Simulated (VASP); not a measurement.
Input:

```
C
1.0
    1.20254    -2.08286     0.00000
    1.20254     2.08286     0.00000
    0.00000     0.00000     6.97253
C
4
Direct
  0.00000   0.00000   0.25000
  0.00000   0.00000   0.75000
  0.33333   0.66667   0.25000
  0.66667   0.33333   0.75000
```

Computed with MS2 meta-GGA, VASP's PBE PAW potentials (set 64) (plane waves; VASP). Settings: 520 eV cut-off, 10×10×3 Γ-centred mesh, Gaussian smearing of 0.050 eV, potentials C.

Question: The ions and cell shape at fixed volume are relaxed. Predict the relaxed structure.

Answer: 
```
C
1.0
    1.22606    -2.12361     0.00000
    1.22606     2.12361     0.00000
    0.00000     0.00000     6.70754
C
4
Cartesian
  0.00000   0.00000   1.67689
  0.00000   0.00000   5.03066
  1.22606   0.70787   1.67689
  1.22606  -0.70787   5.03066
```
Space group P6_3/mmc (194), at a tolerance of 0.03 Å.

Question: How much energy does the relaxation gain?

Answer: The energy (σ→0) changes by -29.1 meV/atom, in 3 ionic steps.

The compound is C in the graphite structure. This cell is one point of a volume scan, at 0.94 of the reference volume. Symmetry was kept, so distortions that lower it aren't found.
